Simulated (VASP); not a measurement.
**Driving VASP from ASE on LaAl**

Do ASE scripts that read LaAl from different structure formats give one answer, and do several routes find one equilibrium volume? All runs use LDA. Left out of this account: 1 further run (self-consistent run: a reference on another mesh). The start is a computed cell from the Materials Project.

Main program and level: VASP 6.6.1; LDA; plane waves and PAW (La, Al).

## Step 1: The structure

Symmetry: Cmcm, No. 63, orthorhombic system. Conventional cell: a = 9.471 Å, b = 7.795 Å, c = 5.742 Å, α = 90.00°, β = 90.00°, γ = 90.00°. Nearest to La lie 8 Al at 3.24 to 3.61 Å and 3 La at 3.36 to 3.45 Å. Nearest to Al lie 2 Al at 2.76 Å and 8 La at 3.24 to 3.34 Å. Nearest to Al lie 4 Al at 2.76 to 2.87 Å and 8 La at 3.43 to 3.61 Å. Farther neighbours are not listed.

Coordinates:

```cif
data_structure
_symmetry_space_group_name_H-M 'P 1'
_symmetry_Int_Tables_number 1
_cell_length_a 6.1332
_cell_length_b 6.1332
_cell_length_c 5.7423
_cell_angle_alpha 90.000
_cell_angle_beta 90.000
_cell_angle_gamma 78.906
_cell_volume 211.97
loop_
_atom_site_label
_atom_site_type_symbol
_atom_site_fract_x
_atom_site_fract_y
_atom_site_fract_z
_atom_site_occupancy
La1 La 0.48690 0.15833 0.75000 1
La2 La 0.51310 0.84167 0.25000 1
La3 La 0.84167 0.51310 0.75000 1
La4 La 0.15833 0.48690 0.25000 1
Al5 Al 0.30168 0.69832 0.75000 1
Al6 Al 0.69832 0.30168 0.25000 1
Al7 Al 0.00000 0.00000 0.50000 1
Al8 Al 0.00000 0.00000 0.00000 1
```

## Step 2: A single point (LDA, through ASE)

A single point through ASE, with the structure read from a POSCAR.

Contents of run.py:

```python
import numpy as np
from ase.calculators.vasp import Vasp
from ase.io import read
from ase.dft.bandgap import bandgap

atoms = read('structure.vasp')

calc = Vasp(
    xc='lda',
    pp='LDA',
    prec='Accurate',
    encut=400,
    ediff=1e-06,
    nelm=100,
    ismear=-1,
    sigma=0.05,
    lreal=False,
    algo='Normal',
    nbands=36,
    lasph=True,
    lorbit=11,
    lwave=False,
    lcharg=False,
    kpar=8,
    isif=2,
    pp_version='64',
    setups={'La': '', 'Al': ''},
    kpts=(5, 5, 5),
    gamma=True,
    txt='vasp.out',
)
atoms.calc = calc

print("energy (eV):", round(atoms.get_potential_energy(), 6))
print("Fermi level (eV):", round(calc.get_fermi_level(), 4))
print("forces (eV/A):")
print(np.round(atoms.get_forces(), 4))
print("stress (GPa, Voigt, tension positive):", np.round(atoms.get_stress() * 160.21766, 3))
gap, p1, p2 = bandgap(calc, direct=False)
print("gap on the mesh (eV):", round(gap, 4))
```

Contents of structure.vasp:

```
LaAl
1.0
    4.7357204697     -3.8973088609      0.0000000000
    4.7357204697      3.8973088609      0.0000000000
    0.0000000000      0.0000000000      5.7422780900
La Al
4 4
Direct
    0.4868990900      0.1583260200      0.7500000000
    0.5131009100      0.8416739800      0.2500000000
    0.8416739800      0.5131009100      0.7500000000
    0.1583260200      0.4868990900      0.2500000000
    0.3016847500      0.6983152500      0.7500000000
    0.6983152500      0.3016847500      0.2500000000
    0.0000000000      0.0000000000      0.5000000000
    0.0000000000      0.0000000000      0.0000000000
```

PAW data sets: La and Al (LDA family, release 64).

Command:

```console
$ export ASE_VASP_COMMAND="mpirun -np 8 vasp_std"
$ python run.py
```

Output:

```text
energy (eV): -42.151506
Fermi level (eV): 7.591
forces (eV/A):
[[ 0.0124 -0.0124  0.    ]
 [-0.0124  0.0124  0.    ]
 [-0.0124 -0.0124  0.    ]
 [ 0.0124  0.0124 -0.    ]
 [-0.     -0.0999 -0.    ]
 [-0.      0.0999  0.    ]
 [-0.      0.      0.    ]
 [-0.      0.      0.    ]]
stress (GPa, Voigt, tension positive): [ 3.777  3.771  3.278 -0.    -0.    -0.   ]
gap on the mesh (eV): 0.0
```

It took 28 s on 8 MPI ranks of Intel Xeon Platinum 8488C (Sapphire Rapids), shared host; peak memory 2.4 GiB; 3.4 min of CPU time.

The logs omit lines about the potential files and the build; timing stands in the text.

ASE turned this into the INCAR:

```
ENCUT = 400.000000
SIGMA = 0.050000
EDIFF = 1.00e-06
ALGO = Normal
PREC = Accurate
ISIF = 2
ISMEAR = -1
KPAR = 8
LORBIT = 11
NBANDS = 36
NELM = 100
LASPH = .TRUE.
LCHARG = .FALSE.
LWAVE = .FALSE.
LREAL = .FALSE.
```

ASE turned this into the KPOINTS:

```
KPOINTS created by Atomic Simulation Environment
0
Gamma
5 5 5
0 0 0
```

vasp.out:

```text
[banner, memory and clock lines left out]
running    8 mpi-ranks, on    1 nodes
 distrk:  each k-point on    1 cores,    8 groups
 distr:  one band on    1 cores,    1 groups

 POSCAR found type information on POSCAR LaAl
 POSCAR found :  2 types and       8 ions
|                                                                             |
|           W    W    AA    RRRRR   N    N  II  N    N   GGGG   !!!           |
|           W    W   A  A   R    R  NN   N  II  NN   N  G    G  !!!           |
|           W    W  A    A  R    R  N N  N  II  N N  N  G       !!!           |
|           W WW W  AAAAAA  RRRRR   N  N N  II  N  N N  G  GGG   !            |
|           WW  WW  A    A  R   R   N   NN  II  N   NN  G    G                |
|           W    W  A    A  R    R  N    N  II  N    N   GGGG   !!!           |
|                                                                             |
|     For optimal performance we recommend to set                             |
|       NCORE = 2 up to number-of-cores-per-socket                            |
|     NCORE specifies how many cores store one orbital (NPAR=cpu/NCORE).      |
|     This setting can greatly improve the performance of VASP for DFT.       |
|     The default, NCORE=1 might be grossly inefficient on modern             |
|     multi-core architectures or massively parallel machines. Do your        |
|     Unfortunately you need to use the default for GW and RPA                |
|     calculations (for HF NCORE is supported but not extensively tested      |
|     yet).                                                                   |
|                                                                             |

 LDA part: xc-table for (Slater(with rela. corr.)+CA(PZ))
 , standard interpolation
 POSCAR, INCAR and KPOINTS ok, starting setup
 FFT: planning ... GRIDC
 FFT: planning ... GRID_SOFT
 FFT: planning ... GRID
 WAVECAR not read
 entering main loop
       N       E                     dE             d eps       ncg     rms          rms(c)
DAV:   1     0.604383276474E+03    0.60438E+03   -0.16122E+04  1944   0.158E+03
DAV:   2     0.803469952139E+02   -0.52404E+03   -0.51274E+03  3136   0.377E+02
DAV:   3    -0.290701830824E+02   -0.10942E+03   -0.10803E+03  3324   0.232E+02
DAV:   4    -0.405273680352E+02   -0.11457E+02   -0.11295E+02  3808   0.802E+01
DAV:   5    -0.421744636591E+02   -0.16471E+01   -0.16286E+01  3888   0.285E+01    0.638E+00
DAV:   6    -0.422129868440E+02   -0.38523E-01   -0.32447E+00  3752   0.117E+01    0.328E+00
DAV:   7    -0.421712755321E+02    0.41711E-01   -0.62539E-01  3784   0.614E+00    0.881E-01
DAV:   8    -0.421706494837E+02    0.62605E-03   -0.10338E-01  3736   0.223E+00    0.284E-01
DAV:   9    -0.421719000870E+02   -0.12506E-02   -0.17930E-02  3816   0.108E+00    0.201E-01
DAV:  10    -0.421721589045E+02   -0.25882E-03   -0.34147E-03  3664   0.463E-01    0.483E-02
DAV:  11    -0.421721834284E+02   -0.24524E-04   -0.62752E-04  3424   0.208E-01    0.123E-02
DAV:  12    -0.421721938277E+02   -0.10399E-04   -0.11064E-04  3656   0.764E-02    0.862E-03
DAV:  13    -0.421721952758E+02   -0.14481E-05   -0.18005E-05  2552   0.321E-02    0.273E-03
DAV:  14    -0.421721956865E+02   -0.41065E-06   -0.40353E-06  2392   0.165E-02
   1 F= -.42172196E+02 E0= -.42151506E+02  d E =-.413798E-01
```

From OUTCAR (step 2):

```text
ion  position               nearest neighbor table
   1  0.487  0.158  0.750-   5 3.24   5 3.29   6 3.34   6 3.34   3 3.36   8 3.43   7 3.43   2 3.45
                             2 3.45
   2  0.513  0.842  0.250-   6 3.24   6 3.29   5 3.34   5 3.34   4 3.36   7 3.43   8 3.43   1 3.45
                             1 3.45
   3  0.842  0.513  0.750-   5 3.24   5 3.29   6 3.34   6 3.34   1 3.36   8 3.43   7 3.43   4 3.45
                             4 3.45
   4  0.158  0.487  0.250-   6 3.24   6 3.29   5 3.34   5 3.34   2 3.36   7 3.43   8 3.43   3 3.45
                             3 3.45
   5  0.302  0.698  0.750-   7 2.76   8 2.76   1 3.24   3 3.24   3 3.29   1 3.29   4 3.34   2 3.34
                             4 3.34   2 3.34
   6  0.698  0.302  0.250-   7 2.76   8 2.76   2 3.24   4 3.24   2 3.29   4 3.29   1 3.34   1 3.34
                             3 3.34   3 3.34
   7  0.000  0.000  0.500-   5 2.76   6 2.76   8 2.87   8 2.87   2 3.43   3 3.43   4 3.43   1 3.43

  LATTYP: Found a base centered orthorhombic cell.
 ALAT       =     7.7946177218
 B/A-ratio  =     1.2151257801
 C/A-ratio  =     0.7366978465

 Subroutine GETGRP returns: Found  8 space group operations
 (whereof  4 operations were pure point group operations)

The static configuration has the point symmetry C_2h.
 The point group associated with its full space group is D_2h.

 Found     27 irreducible k-points:

   k-points           NKPTS =     27   k-points in BZ     NKDIM =     27   number of bands    NBANDS=     36

   dimension x,y,z NGX =    40 NGY =   40 NGZ =   40
   dimension x,y,z NGXF=    80 NGYF=   80 NGZF=   80

   ENCUT  =  400.0 eV  29.40 Ry    5.42 a.u.  10.00 10.00  9.36*2*pi/ulx,y,z

   NELECT =      56.0000    total number of electrons

 k-points in reciprocal lattice and weights: KPOINTS created by Atomic Simulation Env
   0.00000000  0.00000000  0.00000000       0.008
   0.20000000  0.00000000  0.00000000       0.032
   0.40000000 -0.00000000  0.00000000       0.032
   0.20000000  0.20000000  0.00000000       0.016
   0.40000000  0.20000000  0.00000000       0.032
  -0.40000000  0.20000000  0.00000000       0.032
  -0.20000000  0.20000000  0.00000000       0.016
   0.40000000  0.40000000  0.00000000       0.016
  -0.40000000  0.40000000  0.00000000       0.016
[...]
0.40000000  0.40000000  0.40000000       0.032
  -0.40000000  0.40000000  0.40000000       0.032

 average (electrostatic) potential at core
       1 -96.5011       2 -96.5011       3 -96.5011       4 -96.5011       5 -70.2948
       6 -70.2948       7 -70.5573       8 -70.5573

 E-fermi :   7.5910

 k-point     1 :       0.0000    0.0000    0.0000
  band No.  band energies     occupation
    ...
     25       6.2583      2.00000
     26       6.5918      2.00000
     27       6.7164      2.00000
     28       7.0753      1.99993
     29       7.1229      1.99983
     30       8.4544      0.00000
     31       8.6752      0.00000
     32       8.7509      0.00000
     33       8.9492      0.00000
     34       8.9869      0.00000
    ...

 k-point     2 :       0.2000    0.0000    0.0000
  band No.  band energies     occupation
    ...
     25       6.4762      2.00000
     26       6.6225      2.00000
     27       6.7849      2.00000
     28       6.9649      1.99999
     29       7.5648      1.25642
     30       8.2664      0.00000
     31       8.4548      0.00000
     32       8.5881      0.00000
     33       8.7209      0.00000
     34       8.9811      0.00000
    ...

 k-point     3 :       0.4000   -0.0000    0.0000
  band No.  band energies     occupation
    ...
     23       5.6984      2.00000
     24       5.8905      2.00000
     25       6.0714      2.00000
     26       6.6879      2.00000
     27       7.0654      1.99995
     28       7.7849      0.04054
     29       7.7893      0.03721
     30       8.1016      0.00007
     31       8.1972      0.00001
     32       8.4190      0.00000
    ...

  Total       -4.9968621     -4.9885656     -4.3370490      0.0000000     -0.0000000      0.0000000
  in kB      -37.7696398    -37.7069293    -32.7823291      0.0000000     -0.0000000      0.0000000
  external PRESSURE =     -36.0862994 kB  Pullay stress =       0.0000000 kB

  energy-cutoff  :      400.00
  volume of cell :      211.97
      direct lattice vectors                 reciprocal lattice vectors
     4.735720470 -3.897308861  0.000000000     0.105580556 -0.128293655  0.000000000
     4.735720470  3.897308861  0.000000000     0.105580556  0.128293655  0.000000000
     0.000000000  0.000000000  5.742278090     0.000000000  0.000000000  0.174146912

 POSITION                                       TOTAL-FORCE (eV/Angst)
 -----------------------------------------------------------------------------------
      3.05561     -1.28055      4.30671         0.012381     -0.012372      0.000000
      6.41584      1.28055      1.43557        -0.012381      0.012372      0.000000
      6.41584     -1.28055      4.30671        -0.012381     -0.012372      0.000000
      3.05561      1.28055      1.43557         0.012381      0.012372     -0.000000
      4.73572      1.54579      4.30671        -0.000000     -0.099882     -0.000000
      4.73572     -1.54579      1.43557        -0.000000      0.099882      0.000000
      0.00000      0.00000      2.87114        -0.000000      0.000000      0.000000
      0.00000      0.00000      0.00000        -0.000000      0.000000      0.000000
 -----------------------------------------------------------------------------------
    total drift:                                0.000000      0.000000     -0.000000

  FREE ENERGIE OF THE ION-ELECTRON SYSTEM (eV)
  ---------------------------------------------------
  free  energy   TOTEN  =       -42.1721956865 eV

  energy  without entropy=      -42.1308158686  energy(sigma->0) =      -42.15150578

 total charge
# of ion       s       p       d       f       tot
--------------------------------------------------
    1        2.056   5.579   0.869   0.124   8.627
    2        2.056   5.579   0.869   0.124   8.627
    3        2.056   5.579   0.869   0.124   8.627
    4        2.056   5.579   0.869   0.124   8.627
    5        0.455   0.375   0.000   0.000   0.830
    6        0.455   0.375   0.000   0.000   0.830
    7        0.434   0.359   0.000   0.000   0.793
    8        0.434   0.359   0.000   0.000   0.793
--------------------------------------------------
tot         10.001  23.782   3.474   0.495  37.753

[... 3 further parts left out ...]
```

The k-mesh is coarse for a metal. At this level the cell is under a tension of 3.6 GPa, so at these settings it is away from equilibrium.

This step gave:

```yaml
scf_cycles: 14
electrons: 56
bands: 36
irreducible_k_points: 27
symmetry_operations: 8
free_energy_toten: -42.17 eV
energy_at_zero_smearing: -42.15 eV
fermi_energy: 7.591 eV
pressure: -3.609 GPa
metallic: yes
```

Force by atom:

```
atom  x (eV/Å)  y (eV/Å)  z (eV/Å)    size
 La1    0.0124   -0.0124    0.0000  0.0175
 La2   -0.0124    0.0124    0.0000  0.0175
 La3   -0.0124   -0.0124    0.0000  0.0175
 La4    0.0124    0.0124    0.0000  0.0175
 Al5    0.0000   -0.0999    0.0000  0.0999
 Al6    0.0000    0.0999    0.0000  0.0999
 Al7    0.0000    0.0000    0.0000  0.0000
 Al8    0.0000    0.0000    0.0000  0.0000
```

The pressure is -3.61 GPa and the largest force 0.100 eV/Å, so the cell is not at a minimum at these settings.

(Part 1 of 4 ends here.)

[Lines on the potential files, build, host, timing and source positions are cut from VASP's logs without a mark.]

[Logs are printed without paths, hosts, clocks, repeated set-up lines and the standing remarks that a program may print on its own settings, such as how far it seeks lower states.]

[Hosts, paths, dates, database ids (printed as entryN), source tags and the programs' standing remarks are cut or masked in the printed files.]

[A measured line is paired with the nearest computed mode of its activity, which favours agreement.]
